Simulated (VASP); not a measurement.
# CoTe3 (Pm-3m) in VASP: single point with r2SCAN

Aim: the single point of CoTe3 with r2SCAN.

All numbers are computed with VASP 6.6.1; they aren't measurements. Logs are shortened: lines on timing, memory, paths and dates and some standing lists are left out, and cuts for length are marked.

### Step 1. Starting point

Symmetry: Pm-3m, No. 221, cubic system. The conventional cell has a = 4.736 Å, b = 4.736 Å, c = 4.736 Å, α = 90.00°, β = 90.00°, γ = 90.00°. Co (site symmetry m-3m) is surrounded by 12 Te at 3.35 Å. Te (site symmetry 4/mmm) has 4 Co at 3.35 Å and 8 Te at 3.35 Å as nearest neighbours.

The cell was built by a generator and needn't be a form met in nature.

### Step 2. Single point, r2SCAN, collinear spin, typed start

The input, POSCAR:

```
CoTe3
1.0
    4.7363938626      0.0000000000      0.0000000000
    0.0000000000      4.7363938626      0.0000000000
    0.0000000000      0.0000000000      4.7363938626
Co Te
1 3
Direct
    0.0000000000      0.0000000000      0.0000000000
    0.0000000000      0.5000000000      0.5000000000
    0.5000000000      0.0000000000      0.5000000000
    0.5000000000      0.5000000000      0.0000000000
```

The input, INCAR.step1:

```
SYSTEM = CoTe3
  PREC = Accurate
  ENCUT = 520
  ISMEAR = 0
  SIGMA = 0.1
  LREAL = .False.
  LASPH = .True.
  NELM = 150
  ISPIN = 2
  MAGMOM = 3 0 0 0
  LMAXMIX = 4
  NBANDS = 26
  GGA = PE
  ALGO = Normal
  EDIFF = 1E-4
  LWAVE = .True.
  LCHARG = .False.
```

The input, INCAR.step2:

```
SYSTEM = CoTe3
  PREC = Accurate
  ENCUT = 520
  EDIFF = 1E-7
  ISMEAR = 0
  SIGMA = 0.1
  LREAL = .False.
  LASPH = .True.
  NELM = 150
  ALGO = Normal
  ISIF = 2
  LWAVE = .False.
  LCHARG = .False.
  ISPIN = 2
  MAGMOM = 3 0 0 0
  LORBIT = 11
  LMAXMIX = 4
  METAGGA = R2SCAN
  LMIXTAU = .True.
  NBANDS = 26
  ISTART = 1
```

The input, KPOINTS:

```
Automatic mesh
0
Gamma
  4 4 4
  0 0 0
```

Potentials or basis: VASP PAW PBE potentials, release 64 (Co, Te).

Started as:

```bash
$ cat potpaw_PBE.64/Co/POTCAR potpaw_PBE.64/Te/POTCAR > POTCAR
$ cp INCAR.step1 INCAR
$ mpirun -np 1 vasp_std > vasp.out
$ cp INCAR.step2 INCAR
$ mpirun -np 1 vasp_std > vasp.out
```

OUTCAR:

```text
SYSTEM = CoTe3
   PREC = Accurate
   ENCUT = 520
   EDIFF = 1E-7
   ISMEAR = 0
   LREAL = .False.
   LASPH = .True.
   NELM = 150
   ISIF = 2
   ISPIN = 2
   LORBIT = 11
   METAGGA = R2SCAN
   ISTART = 1

 ion  position               nearest neighbor table
   1  0.000  0.000  0.000-   2 3.35   3 3.35   4 3.35   2 3.35   3 3.35   2 3.35   4 3.35   2 3.35
                             3 3.35   4 3.35   3 3.35   4 3.35
   2  0.000  0.500  0.500-   1 3.35   3 3.35   4 3.35   1 3.35   4 3.35   1 3.35   3 3.35   1 3.35
                             3 3.35   4 3.35   4 3.35   3 3.35
   3  0.500  0.000  0.500-   1 3.35   2 3.35   4 3.35   1 3.35   4 3.35   2 3.35   4 3.35   4 3.35
                             1 3.35   2 3.35   1 3.35   2 3.35
   4  0.500  0.500  0.000-   1 3.35   2 3.35   3 3.35   2 3.35   3 3.35   1 3.35   3 3.35   3 3.35
                             1 3.35   2 3.35   2 3.35   1 3.35

  LATTYP: Found a simple cubic cell.
 ALAT       =     4.7363938626

  Lattice vectors:

 A1 = (   4.7363938626,   0.0000000000,   0.0000000000)
 A2 = (   0.0000000000,   4.7363938626,   0.0000000000)
 A3 = (   0.0000000000,   0.0000000000,   4.7363938626)

Analysis of symmetry for initial positions (statically):
=====================================================================
 Subroutine PRICEL returns:
 Original cell was already a primitive cell.

 Routine SETGRP: Setting up the symmetry group for a
 simple cubic supercell.

 Subroutine GETGRP returns: Found 48 space group operations
 (whereof 48 operations were pure point group operations)
 out of a pool of 48 trial point group operations.

The static configuration has the point symmetry O_h .

Analysis of symmetry for dynamics (positions and initial velocities):
=====================================================================
 Subroutine PRICEL returns:
 Original cell was already a primitive cell.

 Routine SETGRP: Setting up the symmetry group for a
 simple cubic supercell.

 Subroutine GETGRP returns: Found 48 space group operations
 (whereof 48 operations were pure point group operations)
 out of a pool of 48 trial point group operations.

The dynamic configuration has the point symmetry O_h .

Analysis of structural, dynamic, and magnetic symmetry:
=====================================================================
 Subroutine PRICEL returns:
 Original cell was already a primitive cell.

 Routine SETGRP: Setting up the symmetry group for a
 simple cubic supercell.

 Subroutine GETGRP returns: Found 48 space group operations
 (whereof 48 operations were pure point group operations)
 out of a pool of 48 trial point group operations.

The overall configuration has the point symmetry O_h .

 Subroutine INISYM returns: Found 48 space group operations
 (whereof 48 operations are pure point group operations),
 and found     1 'primitive' translations

----------------------------------------------------------------------------------------

                                     Primitive cell

  volume of cell :     106.2535

  direct lattice vectors                    reciprocal lattice vectors
     4.736393863  0.000000000  0.000000000     0.211131090  0.000000000  0.000000000
     0.000000000  4.736393863  0.000000000     0.000000000  0.211131090  0.000000000
     0.000000000  0.000000000  4.736393863     0.000000000  0.000000000  0.211131090

  length of vectors
     4.736393863  4.736393863  4.736393863     0.211131090  0.211131090  0.211131090

  position of ions in fractional coordinates (direct lattice)
     0.000000000  0.000000000  0.000000000
     0.000000000  0.500000000  0.500000000
     0.500000000  0.000000000  0.500000000
     0.500000000  0.500000000  0.000000000

  ion indices of the primitive-cell ions
   primitive index   ion index
                 1           1
                 2           2
                 3           3
                 4           4

----------------------------------------------------------------------------------------

 KPOINTS: Automatic mesh

Automatic generation of k-mesh.
[... 24 lines left out ...]
  0.250000  0.000000  0.000000      6.000000
  0.500000  0.000000  0.000000      3.000000
  0.250000  0.250000  0.000000     12.000000
  0.500000  0.250000  0.000000     12.000000
  0.500000  0.500000  0.000000      3.000000
  0.250000  0.250000  0.250000      8.000000
  0.500000  0.250000  0.250000     12.000000
  0.500000  0.500000  0.250000      6.000000
  0.500000  0.500000  0.500000      1.000000
   k-points           NKPTS =     10   k-points in BZ     NKDIM =     10   number of bands    NBANDS=     26
   number of dos      NEDOS =    301   number of ions     NIONS =      4
   total plane-waves  NPLWV =  46656
   dimension x,y,z NGX =    36 NGY =   36 NGZ =   36
   dimension x,y,z NGXF=    72 NGYF=   72 NGZF=   72
   ions per type =               1   3
   NGX,Y,Z   is equivalent  to a cutoff of  12.64, 12.64, 12.64 a.u.
   NGXF,Y,Z  is equivalent  to a cutoff of  25.27, 25.27, 25.27 a.u.
 SYSTEM =  CoTe3
   PREC   = accura    normal or accurate (medium, high low for compatibility)
   ISTART =      1    job   : 0-new  1-cont  2-samecut
   ICHARG =      0    charge: 1-file 2-atom 10-const
   ISPIN  =      2    spin polarized calculation?
   LNONCOLLINEAR =      F non collinear calculations
   LSORBIT =      F    spin-orbit coupling
   LASPH  =      T    aspherical Exc in radial PAW
   ENCUT  =  520.0 eV  38.22 Ry    6.18 a.u.   8.81  8.81  8.81*2*pi/ulx,y,z
   NELM   =    150;   NELMIN=  2; NELMDL=  0     # of ELM steps
   EDIFF  = 0.1E-06   stopping-criterion for ELM
   LREAL  =      F    real-space projection
   EDIFFG = 0.1E-05   stopping-criterion for IOM
   NSW    =      0    number of steps for IOM
   IBRION =     -1    ionic relax: 0-MD 1-quasi-New 2-CG
   NFREE  =      0    steps in history (QN), initial steepest desc. (CG)
   ISIF   =      2    stress and relaxation
   ISYM   =      2    0-nonsym 1-usesym 2-fastsym
   POTIM  = 0.5000    time-step for ionic-motion
   TEBEG  =    0.0;   TEEND  =   0.0 temperature during run
   PSTRESS=    0.0 pullay stress
   NELECT =      27.0000    total number of electrons
   NUPDOWN=      -1.0000    fix difference up-down
   EMIN   =  10.00;   EMAX   =-10.00  energy-range for DOS
   EFERMI =   0.00;   METHOD = LEGACY
   ISMEAR =     0;   SIGMA  =   0.10  broadening in eV -4-tet -1-fermi 0-gaus
   EFERMI_NEDOS =   21; number of points for ismear=-14 and -15
   IALGO  =     38    algorithm
   IMIX   =      4    mixing-type and parameters
     AMIX     =   0.40;   BMIX     =  1.00
     AMIX_MAG =   1.60;   BMIX_MAG =  1.00
  volume/ion in A,a.u.               =      26.56       179.26
  Fermi-wavevector in a.u.,A,eV,Ry     =   1.036927  1.959508 14.629230  1.075218
  Thomas-Fermi vector in A             =   2.171341
   LORBIT       =     11    0 simple, 1 ext, 2 COOP (PROOUT), +10 PAW based schemes
   METAGGA = R2SCAN    functional components
   LHFCALC =     F    Hartree Fock is set to
   AEXX    =    0.0000 exact exchange contribution
   IVDW    =     0    specifies the selected vdW correction
   LEPSILON=     F    determine dielectric tensor
   LRPA    =     F    only Hartree local field effects (RPA)
 spin polarized calculation
 Gauss-broadening in eV      SIGMA  =   0.10
  energy-cutoff  :      520.00
  volume of cell :      106.25
 maximum number of plane-waves:      2897
 NGX is ok and might be reduce to    36
   NGX = 17   NGY = 17   NGZ = 17

 number of electron      26.9999986 magnetization       2.1605257

 Free energy of the ion-electron system (eV)
  ---------------------------------------------------
  ext. energy  EPLUGINS =         0.00000000
  ---------------------------------------------------
  free energy    TOTEN  =       -85.88465559 eV

  energy without entropy =      -85.87036936  energy(sigma->0) =      -85.87751247

 E-fermi :   7.6054     XC(G=0): -10.5297

 val. band max:        7.5109311384   @ k =   0.5000   0.0000   0.0000
 cond. band min:       7.6376937232   @ k =   0.2500   0.2500   0.2500
 fundamental gap:      0.1267625848
 Fermi energy:         7.6053799457

 spin component 1

 k-point     1 :       0.0000    0.0000    0.0000
  band No.  band energies     occupation
      1      -6.9482      1.00000
      2      -2.8426      1.00000
      3      -2.8426      1.00000
      4       2.0744      1.00000
      5       2.0744      1.00000
      6       2.0744      1.00000
[... 269 lines left out ...]
     24      15.7195      0.00000
     25      16.6454      0.00000
 Fermi energy:         7.6053799457

 spin component 2

 k-point     1 :       0.0000    0.0000    0.0000
  band No.  band energies     occupation
      1      -6.9709      1.00000
      2      -2.8842      1.00000
      3      -2.8842      1.00000
      4       2.0623      1.00000
      5       2.0623      1.00000
      6       2.0624      1.00000
[... 269 lines left out ...]
     24      16.0748      0.00000
     25      16.6974      0.00000
 [bands above 25 left out]

------------------------ aborting loop because EDIFF is reached ----------------------------------------

  FORCE on cell =-STRESS in cart. coord.  units (eV):
  Direction    XX          YY          ZZ          XY          YZ          ZX
  --------------------------------------------------------------------------------------
  -------------------------------------------------------------------------------------
  Total       -1.1419668     -1.1419668     -1.1419668     -0.0000000     -0.0000000      0.0000000
  in kB      -17.2195039    -17.2195039    -17.2195039     -0.0000000     -0.0000000      0.0000000
  external PRESSURE =     -17.2195039 kB  Pullay stress =       0.0000000 kB

 VOLUME and BASIS-vectors are now :
 -----------------------------------------------------------------------------
  energy-cutoff  :      520.00
  volume of cell :      106.25
      direct lattice vectors                 reciprocal lattice vectors
     4.736393863  0.000000000  0.000000000     0.211131090  0.000000000  0.000000000
     0.000000000  4.736393863  0.000000000     0.000000000  0.211131090  0.000000000
     0.000000000  0.000000000  4.736393863     0.000000000  0.000000000  0.211131090

 POSITION                                       TOTAL-FORCE (eV/Angst)
 -----------------------------------------------------------------------------------
      0.00000      0.00000      0.00000         0.000000      0.000000      0.000000
      0.00000      2.36820      2.36820         0.000000      0.000000      0.000000
      2.36820      0.00000      2.36820         0.000000      0.000000      0.000000
      2.36820      2.36820      0.00000         0.000000      0.000000      0.000000
 -----------------------------------------------------------------------------------
    total drift:                               -0.000000      0.000000      0.000000

  FREE ENERGIE OF THE ION-ELECTRON SYSTEM (eV)
  ---------------------------------------------------
  free  energy   TOTEN  =       -85.8846555859 eV

  energy  without entropy=      -85.8703693635  energy(sigma->0) =      -85.87751247

 total charge

# of ion       s       p       d       tot
------------------------------------------
    1        0.293   0.114   7.185   7.591
    2        1.450   1.786   0.049   3.285
    3        1.450   1.786   0.049   3.285
    4        1.450   1.786   0.049   3.285
--------------------------------------------------
tot          4.642   5.471   7.332  17.446

 magnetization (x)

# of ion       s       p       d       tot
------------------------------------------
    1        0.025   0.008   2.227   2.259
    2       -0.002  -0.019  -0.001  -0.021
    3       -0.002  -0.019  -0.001  -0.021
    4       -0.002  -0.019  -0.001  -0.021
--------------------------------------------------
tot          0.019  -0.048   2.225   2.195
```

It took 2.4 min on 1 thread of Intel Xeon Platinum 8488C (Sapphire Rapids), shared host; peak memory 0.27 GiB.

Results:

```yaml
Free_energy: -85.8847 eV
Pressure: -1.7 GPa
Band_gap_on_the_k_mesh: none (metal or under the smearing width)
Net_moment: 2.16 μB per cell
Site_moments: Co +2.26; Te -0.02 μB
Valence_electrons_inside_the_program's_atomic_spheres: Co 7.59; Te 3.29
```

Caveat: the PAW data sets were made with another functional, which shifts forces and pressure a little; a cell with one magnetic atom can't hold antiferromagnetic order, which such compounds often take.
